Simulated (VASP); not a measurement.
Consider the following.

```xyz
3
Lattice="1.7792 -3.0817 0.0000 1.7792 3.0817 0.0000 0.0000 0.0000 5.6858" Properties=species:S:1:pos:R:3 pbc="T T T"
Hf     0.0000     0.0000     0.0000
S      1.7792     1.0272     1.4409
S      1.7792    -1.0272     4.2449
```

The numbers are results of LDA (Ceperley-Alder, Perdew-Zunger), VASP's LDA PAW potentials (set 64) (plane waves; VASP), not measurements. Numerical set-up: 500 eV cut-off, 7×7×4 Γ-centred mesh, Gaussian smearing of 0.050 eV, potentials Hf_pv S.

Question: What does the run give for the energy per atom (σ→0)?

Answer: 
```yaml
energy per atom (σ→0): -799.9 kJ/mol-atom
```

The compound is HfS2 in the 1T layered structure. It was relaxed first, which changed the volume by -7 %.
